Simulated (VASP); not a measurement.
These are PBE GGA, VASP's PBE PAW potentials (set 64) (plane waves; VASP) values and carry that method's errors.

The input files of a VASP run:

**POSCAR**
```
V
1
   -1.5453000000     1.5453000000     1.5453000000
    1.5453000000    -1.5453000000     1.5453000000
    1.5453000000     1.5453000000    -1.5453000000
V
1
Direct
  0.0000000000   0.0000000000   0.0000000000
```

INCAR:
```
SYSTEM = V
PREC = Accurate; ENCUT = 400; LREAL = .False.
LASPH = .True.
EDIFF = 1E-6; NELM = 100; ALGO = Normal
IMIX = 4; AMIX = 1.0; BMIX = 1.0
LMAXMIX = 4
ISMEAR = 1; SIGMA = 0.1
GGA = PE
ISIF = 2
LWAVE = .False.; LCHARG = .False.
```

KPOINTS:
```
Automatic mesh
0
Gamma
15 15 15
0 0 0
```

POTCAR, in this order: V_sv (PBE.64 set). Program: vasp_std.

Output of the run:

**OSZICAR**
```
       N       E                     dE             d eps       ncg     rms          rms(c)
DAV:   1     0.718399089758E+02    0.71840E+02   -0.64186E+03  2402   0.117E+03
DAV:   2    -0.925617489705E+01   -0.81096E+02   -0.79521E+02  2488   0.330E+02
DAV:   3    -0.104817428582E+02   -0.12256E+01   -0.12092E+01  2566   0.477E+01
DAV:   4    -0.104896470414E+02   -0.79042E-02   -0.78898E-02  2450   0.388E+00
DAV:   5    -0.104897206433E+02   -0.73602E-04   -0.73602E-04  2508   0.384E-01    0.162E+01
DAV:   6    -0.132186692984E+02   -0.27289E+01   -0.53330E+01  2412   0.935E+01    0.157E+01
DAV:   7    -0.897536244044E+01    0.42433E+01   -0.23286E+01  2400   0.609E+01    0.215E+00
DAV:   8    -0.893065773911E+01    0.44705E-01   -0.20047E-01  2400   0.606E+00    0.443E-01
DAV:   9    -0.893130601224E+01   -0.64827E-03   -0.15191E-03  2472   0.500E-01    0.193E-01
DAV:  10    -0.893156167260E+01   -0.25566E-03   -0.18653E-04  2422   0.189E-01    0.210E-02
DAV:  11    -0.893157466130E+01   -0.12989E-04   -0.34246E-06  2476   0.278E-02    0.132E-03
DAV:  12    -0.893157517116E+01   -0.50986E-06   -0.37556E-08  1200   0.281E-03
   1 F= -.89315752E+01 E0= -.89315427E+01  d E =-.975086E-04
```

OUTCAR:
```
------------------------ aborting loop because EDIFF is reached ----------------------------------------
  FORCE on cell =-STRESS in cart. coord.  units (eV):
  Direction    XX          YY          ZZ          XY          YZ          ZX
  --------------------------------------------------------------------------------------
  Total       -1.4300661     -1.4300661     -1.4300661     -0.0000000     -0.0000000      0.0000000
  in kB     -155.2273647   -155.2273647   -155.2273647     -0.0000000     -0.0000000      0.0000000
  external PRESSURE =    -155.2273647 kB  Pullay stress =       0.0000000 kB
  volume of cell :       14.76
      direct lattice vectors                 reciprocal lattice vectors
    -1.545300000  1.545300000  1.545300000     0.000000000  0.323561768  0.323561768
     1.545300000 -1.545300000  1.545300000     0.323561768  0.000000000  0.323561768
     1.545300000  1.545300000 -1.545300000     0.323561768  0.323561768  0.000000000
 POSITION                                       TOTAL-FORCE (eV/Angst)
 -----------------------------------------------------------------------------------
      0.00000      0.00000      0.00000        -0.000000     -0.000000      0.000000
 -----------------------------------------------------------------------------------
    total drift:                               -0.000000      0.000000      0.000000
  FREE ENERGIE OF THE ION-ELECTRON SYSTEM (eV)
  ---------------------------------------------------
  free  energy   TOTEN  =        -8.9315751712 eV

  energy  without entropy=       -8.9314776625  energy(sigma->0) =       -8.93154267
```
(Selected blocks of OUTCAR.)

The compound is V in the bcc structure. The cell was not relaxed at this level. The run is one of a series of settings (AMIX = 1.0, BMIX = 1.0, IMIX = 4 against the base run), some of them coarse on purpose. The run is not spin-polarised, so no magnetic state was tried.
